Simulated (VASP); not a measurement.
Consider the following.

```xyz
2
Lattice="2.8673 0.0000 0.0000 0.0000 2.8673 0.0000 0.0000 0.0000 2.8673" Properties=species:S:1:pos:R:3 pbc="T T T"
Al     1.4336     1.4336     1.4336
Fe     0.0000     0.0000     0.0000
```

These are PBE GGA, VASP's PBE PAW potentials (set 64) (plane waves; VASP) values and carry that method's errors. Numerical set-up: 400 eV cut-off, Gaussian smearing of 0.050 eV, potentials Al Fe.

**Question.** Give the energies of bands 1 to 8 at the high-symmetry points, in eV from the Fermi level.

**Answer.** 
| band | Γ | X | M | R |
|---|---|---|---|---|
| 1 | -10.31 | -6.11 | -4.69 | -3.29 |
| 2 | -2.20 | -5.87 | -2.25 | -3.29 |
| 3 | -2.20 | -1.54 | -1.98 | -3.29 |
| 4 | 0.18 | -0.83 | -1.98 | 0.92 |
| 5 | 0.18 | -0.83 | -0.58 | 0.92 |
| 6 | 0.18 | 0.31 | -0.58 | 3.15 |
| 7 | 6.56 | 1.31 | 0.88 | 3.15 |
| 8 | 6.56 | 8.83 | 3.59 | 3.15 |

It has no gap at this level: it comes out as a metal or semimetal.

The compound is FeAl in the CsCl type structure. It was relaxed first. The run is not spin-polarised, so no magnetic state was tried. The electron count is odd and the run is not spin-polarised, which forces a metal.
